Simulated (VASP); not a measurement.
Consider the following.

```yaml
crystal:
  lattice:
    - [1.47327, -2.52471, 0.00000]
    - [1.47327, 2.52471, 0.00000]
    - [0.00000, 0.00000, 2.79935]
  atoms:
    - { symbol: W, position: [0.00000, 0.00000, 0.00000] }
    - { symbol: C, position: [0.35019, 0.68352, 0.50000] }
```

Level of theory: PBE GGA, VASP's PBE PAW potentials (set 64) (plane waves; VASP). Numerical set-up: PREC = Single, 520 eV cut-off, 13×13×12 Γ-centred mesh, first-order Methfessel-Paxton smearing of 0.10 eV, potentials W_sv C.

Question: Which forces act on the atoms, in eV/Å?

Answer: 
```csv
atom,Fx,Fy,Fz
W1,0.774,0.042,0.000
C2,-0.774,-0.042,0.000
```

Question: Give the stress tensor in GPa (positive for a compressed cell).

Answer: 
```
-1.00  -2.21   0.00
-2.21   3.77   0.00
 0.00   0.00  17.25
```
The pressure is its mean diagonal, 6.67 GPa.

The compound is WC in the wc structure. The cell was not relaxed at this level, atoms are displaced from their ideal sites. The run is one of a series of settings (PREC = Single against the base run), some of them coarse on purpose.
